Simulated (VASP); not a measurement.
A convergence study with VASP on HgTe (zinc blende): one setting is varied, all else stays as given below, so the limit is that of these other settings.

```xyz
2
Lattice="0.0000 3.2300 3.2300 3.2300 0.0000 3.2300 3.2300 3.2300 0.0000" Properties=species:S:1:pos:R:3 pbc="T T T"
Hg     0.0000     0.0000     0.0000
Te     1.6150     1.6150     1.6150
```

Calculation: PBE GGA, VASP's PBE PAW potentials (set 64) (plane waves; VASP 6.6.1). The tightest run used: 550 eV cut-off, 12×12×12 Monkhorst-Pack mesh, Gaussian smearing of 0.050 eV, potentials Hg Te.

**Question.** The settings run are 1×1×1 mesh; 2×2×2 mesh; 3×3×3 mesh; 4×4×4 mesh; 5×5×5 mesh; 6×6×6 mesh; 7×7×7 mesh; 8×8×8 mesh; 9×9×9 mesh; 10×10×10 mesh; 11×11×11 mesh; 12×12×12 mesh. From which on does the energy per atom stay within 0.005 eV/atom of the tightest run?

**Answer.** From 6×6×6 mesh on: it is off by 0.0002 there and by no more than 0.005 in any finer run, while 5×5×5 mesh is off by 0.0165.
| setting | E (eV/atom) | pressure (GPa) | irreducible k-points | difference judged (eV/atom) |
|---|---|---|---|---|
| 1×1×1 mesh | 4.2088 | 55.11 | 1 | 6.0002 |
| 2×2×2 mesh | -1.7418 | 4.20 | 2 | 0.0496 |
| 3×3×3 mesh | -1.6301 | 5.24 | 4 | 0.1612 |
| 4×4×4 mesh | -1.7899 | 3.83 | 10 | 0.0015 |
| 5×5×5 mesh | -1.7748 | 4.00 | 10 | 0.0165 |
| 6×6×6 mesh | -1.7912 | 3.82 | 28 | 0.0002 |
| 7×7×7 mesh | -1.7885 | 3.86 | 20 | 0.0029 |
| 8×8×8 mesh | -1.7913 | 3.82 | 60 | 0.0000 |
| 9×9×9 mesh | -1.7907 | 3.83 | 35 | 0.0007 |
| 10×10×10 mesh | -1.7914 | 3.82 | 110 | 0.0000 |
| 11×11×11 mesh | -1.7912 | 3.82 | 56 | 0.0002 |
| 12×12×12 mesh | -1.7914 | 3.82 | 182 | 0.0000 |

Left out are rungs that failed or repeat a setting and relaxations that didn't move; long series are thinned to 24 rows.

The compound is HgTe in the zinc blende structure. The cell was not relaxed at this level.
